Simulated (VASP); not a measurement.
```yaml
crystal:
  lattice:
    - [0.00000, 1.97530, 1.95574]
    - [1.97530, 0.00000, 1.95574]
    - [1.97530, 1.97530, 0.00000]
  atoms:
    - { symbol: Pd, position: [0.00000, 0.00000, 0.00000] }
```

Method: r2SCAN meta-GGA, VASP's PBE PAW potentials (set 64) (plane waves; VASP). Numerical set-up: 480 eV cut-off, 14×14×14 Γ-centred mesh, first-order Methfessel-Paxton smearing of 0.10 eV, potentials Pd.

Q: Estimate the energy per atom (σ→0), pressure, band gap (on the k-mesh) with the smallest direct gap where there is one.

A: 
```json
{
 "band gap (on the k-mesh)": "none (metal, semimetal or under 0.01 eV)",
 "energy per atom (σ→0)": "-2212.7 kJ/mol of atoms",
 "pressure": "-3.07 GPa"
}
```

Total energies compare only between runs with the same potentials, cut-off and functional.

The compound is Pd in the fcc structure. This cell was strained or had an atom moved on purpose.
